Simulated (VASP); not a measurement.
Here is the system:

```
CELL_PARAMETERS angstrom
      0.00000     2.78580     2.78580
      2.78580     0.00000     2.78580
      2.78580     2.78580     0.00000
ATOMIC_POSITIONS crystal
  Pb 0.00000 0.00000 0.00000
  O  0.25000 0.25000 0.25000
```

These are PBEsol GGA, VASP's PBE PAW potentials (set 64) (plane waves; VASP) values and carry that method's errors. Run with 520 eV cut-off, Gaussian smearing of 0.050 eV, potentials Pb_d O.

Unless said otherwise, spin-orbit coupling is left out, though it shifts the bands of the heavy elements here.

### Question
Estimate the band gap (along the path) with the smallest direct gap where there is one.

### Answer

- band gap (along the path): 0.31 eV
- smallest direct gap (along the path): 0.50 eV

The absolute energy has meaning only against runs of the same code, potentials and settings.

The structure was generated: PbO was put into the zinc blende type (F-43m), which need not be its known phase. It was relaxed first, which changed the volume by +47 %.
